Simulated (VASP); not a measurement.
TiMoSe4, 6 atoms in the cell. Symmetry: P3m1, No. 156, trigonal system. The conventional cell has a = 3.420 Å, b = 3.420 Å, c = 13.680 Å, α = 90.00°, β = 90.00°, γ = 120.00°. Around Ti (site symmetry 3m) lie 6 Se at 2.51 Å. Mo (site symmetry 3m) has 6 Se at 2.59 Å as nearest neighbours. Se (site symmetry 3m) is surrounded by 3 Ti at 2.51 Å. Se (site symmetry 3m) has 3 Ti at 2.51 Å as nearest neighbours. Around Se (site symmetry 3m) lie 3 Mo at 2.59 Å. Around Se (site symmetry 3m) lie 3 Mo at 2.59 Å. The cell was built by a generator and needn't be a form met in nature.

```yaml
Program: VASP 6.6.1
Task: relaxation of cell and atoms
Functional: PBE
Potentials_or_basis: VASP PAW PBE potentials, release 64 (Ti_sv, Mo_sv, Se)
Cutoff: 520 eV
k_mesh: 5 × 5 × 1
Occupations: gaussian, width 0.15 eV
Spin: no spin polarisation
Further_INCAR_settings: PREC = Normal; ALGO = Fast; EDIFF = 0.0001; IBRION = 2; EDIFFG = -0.08; NSW = 24; ISIF = 3
```

Potentials or basis: VASP PAW PBE potentials, release 64 (Ti_sv, Mo_sv, Se).

Run with:

```console
$ cat potpaw_PBE.64/Ti_sv/POTCAR potpaw_PBE.64/Mo_sv/POTCAR potpaw_PBE.64/Se/POTCAR > POTCAR
$ mpirun -np 1 vasp_std > vasp.out
```

Hardware: 1 thread of Intel(R) Xeon(R) 6975P-C (Granite Rapids) (shared host).

Q: How long does it take, and how much memory?

A: It took 42 s on 1 thread of Intel(R) Xeon(R) 6975P-C (Granite Rapids) (shared host), peak memory 0.19 GiB. Counts: scf iterations 52, k points 5, ion steps 6.
